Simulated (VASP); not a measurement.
The system is NaCu.

```xyz
2
Lattice="2.9422 0.0000 0.0000 0.0000 2.9422 0.0000 0.0000 0.0000 4.0409" Properties=species:S:1:pos:R:3 pbc="T T T"
Na    0.0000    0.0000    0.0000
Cu    1.4711    1.4711    2.0205
```

The cell was built by a generator and needn't be a form met in nature.

Base run:

- Program: VASP 6.6.1
- Functional: PBE
- Potentials or basis: VASP PAW PBE potentials, release 64 (Na_pv, Cu)
- Cutoff: 520 eV
- k mesh: 9 × 9 × 7
- Occupations: fermi-dirac, width 0.05 eV
- Spin: no spin polarisation

Its results: pressure 3.1 GPa.

Q: The run is repeated on the same cell with these changes: functional from PBE to BLYP. What comes out?

A: Pressure 4.8 GPa.

BLYP binds less tightly than PBE, so the same cell stands under more pressure.

Caveats: the PAW data sets were made with another functional, which shifts forces and pressure a little (some runs).
